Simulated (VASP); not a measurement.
Au:

```
CELL_PARAMETERS angstrom
0.00000 2.05850 2.05850
2.05850 0.00000 2.05850
2.05850 2.05850 0.00000
ATOMIC_POSITIONS crystal
Au 0.00000 0.00000 0.00000
```

```yaml
Program: VASP 6.6.1
Task: relaxation of cell and atoms
Functional: RPBE
Potentials_or_basis: VASP PAW PBE potentials, release 64 (Au)
Cutoff: 600 eV
k_mesh: 18 × 18 × 18
Occupations: gaussian, width 0.1 eV
Spin: no spin polarisation
```

At the start: pressure 8.4 GPa; volume 17.45 Å³/atom.

Question: How do energy, volume and symmetry change on relaxing?

Answer: Over 16 steps the energy falls by 25.0 meV/atom and the volume is 18.47 Å³/atom (+5.9 %); space group Fm-3m (No. 225, to 0.05 Å).

Step by step:
| step | energy change (eV) | largest force (eV/Å) | pressure (GPa) | volume (Å³) |
| --- | --- | --- | --- | --- |
| 1 | 0.0000 | 0.0000 | 8.35 | 17.45 |
| 2 | 0.0076 | 0.0000 | -6.91 | 19.84 |
| 3 | -0.0250 | 0.0000 | -0.09 | 18.49 |
| 4 | -0.0250 | 0.0000 | 0.05 | 18.46 |
| 5 | -0.0250 | 0.0000 | 0.05 | 18.46 |
| 6 | -0.0250 | 0.0000 | 0.05 | 18.46 |
| 7 | -0.0250 | 0.0000 | 0.05 | 18.46 |
| 8 | -0.0250 | 0.0000 | 0.05 | 18.46 |
| 9 | -0.0250 | 0.0000 | 0.05 | 18.46 |
| 10 | -0.0250 | 0.0000 | 0.05 | 18.46 |
| 11 | -0.0250 | 0.0000 | 0.05 | 18.46 |
| 12 | -0.0250 | 0.0000 | 0.05 | 18.47 |
| 13 | -0.0250 | 0.0000 | 0.05 | 18.47 |
| 14 | -0.0250 | 0.0000 | 0.05 | 18.47 |
| 15 | -0.0250 | 0.0000 | 0.05 | 18.47 |
| 16 | -0.0250 | 0.0000 | 0.03 | 18.47 |

Final structure:
```
Au
1.0
     0.00000    2.09791    2.09791
     2.09791    0.00000    2.09791
     2.09791    2.09791    0.00000
Au
1
Cartesian
  0.0000 0.0000 0.0000
```

Caveat: the PAW data sets were made with another functional, which shifts forces and pressure a little.
